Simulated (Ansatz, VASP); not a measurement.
## B5Ru in VASP and in Ansatz

The input INCAR:

```
PREC = Accurate ; ENCUT = 600
EDIFF = 1E-6 ; ISMEAR = 0
SIGMA = 0.1 ; LREAL = False
LASPH = True ; NELM = 100
ALGO = Normal ; ISIF = 3
LWAVE = False ; LCHARG = False
GGA = PE ; IBRION = 2
NSW = 90 ; EDIFFG = -0.04
```

Contents of KPOINTS:

```
regular mesh
0
Gamma
  4 6 6
```

File POSCAR:

```
B5Ru
1.0
    4.4349933400      0.0000000000      0.0000000000
    0.0000000000      1.6757390200      3.1915360600
    0.0000000000     -1.6757390200      3.1915360600
B Ru
5 1
Direct
    0.1695188800      0.8397122900      0.3660835700
    0.8304811200      0.3660835700      0.8397122900
    0.1695188800      0.3660835700      0.8397122900
    0.8304811200      0.8397122900      0.3660835700
    0.0000000000      0.3157392200      0.3157392200
    0.5000000000      0.9640278200      0.9640278200
```

Input for Ansatz:

```yaml
crystal:
  lattice:
    - [4.43499334, 0.0, 0.0]
    - [0.0, 1.67573902, 3.19153606]
    - [0.0, -1.67573902, 3.19153606]
  atoms:
    - { symbol: B, position: [0.16951888, 0.83971229, 0.36608357] }
    - { symbol: B, position: [0.83048112, 0.36608357, 0.83971229] }
    - { symbol: B, position: [0.16951888, 0.36608357, 0.83971229] }
    - { symbol: B, position: [0.83048112, 0.83971229, 0.36608357] }
    - { symbol: B, position: [0.0, 0.31573922, 0.31573922] }
    - { symbol: Ru, position: [0.5, 0.96402782, 0.96402782] }
basis:
  ecutwfc: 420
kpoints:
  mp_grid: { grid: [4, 6, 6] }
hamiltonian:
  xc: pbe
scf:
  occupations: { method: gaussian, width: 0.1 }
  lower_state_search: "off"
output:
  forces: true
  stress: true
  eigenvalues: true
relax:
  adjacent_minimum: "off"
  f_tol: 0.04
  max_steps: 70
  cell: { stress_tol: 0.4 }
```

Alike in both runs: task relaxation of cell and atoms; functional PBE; k mesh 4 × 6 × 6; occupations gaussian, width 0.1 eV; no spin polarisation.

|  | VASP | Ansatz |
| --- | --- | --- |
| version | VASP 6.6.1 | Ansatz 0.2.0 |
| potentials or method | VASP PAW PBE potentials, release 64 (B, Ru_pv) | scalar-relativistic, plane waves, PAW |
| plane-wave cutoff (eV) | 600 | 420 |
| valence electrons in the cell | 29 | 31 |

Ansatz gave:

```
gap on the k mesh at the Fermi level, each at its own relaxed structure (eV) : none
relaxed volume (Å³/atom)                                                     : 7.72
relaxed cell length with the largest relative difference (Å)                 : 5.605
energy change over the relaxation (meV/atom)                                 : -1157
```

**Question.** Which values does VASP return?

**Answer.** gap on the k mesh at the Fermi level, each at its own relaxed structure (eV): none; relaxed volume (Å³/atom): 7.71; relaxed cell length with the largest relative difference (Å): 5.655; energy change over the relaxation (meV/atom): -1160.

A gap of «none» marks a metal or a gap that the smearing closes. The two sets of potentials don't hold the same shells in valence.
